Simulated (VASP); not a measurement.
Energy against volume of CsPbBr$_{3}$ (cubic perovskite). Level of theory: SCAN meta-GGA, VASP's PBE PAW potentials (set 64) (plane waves; VASP). Run with 520 eV cut-off, 4×4×4 Γ-centred mesh, Gaussian smearing of 0.050 eV, potentials Cs_sv Pb_d Br.

```tsv
V (Å³/atom)	E (eV/atom)
40.266	-35.72352
41.512	-35.72628
42.757	-35.72399
44.002	-35.71738
```

Problem. Fit these four points and predict the energy of the run at 39.021 Å³/atom.

Solution. A cubic in V^(−2/3), the third-order Birch-Murnaghan form, passes through the four points with V0 = 41.54 Å³/atom and B0 = 22 GPa, and gives -35.7149 eV/atom there. The run gave -35.7148 eV/atom, +0.1 meV/atom from the fit; all five points give B0 = 22 GPa.

The compound is CsPbBr3 in the cubic perovskite structure, the ideal cubic form; the compound distorts at low or room temperature. It was relaxed first.
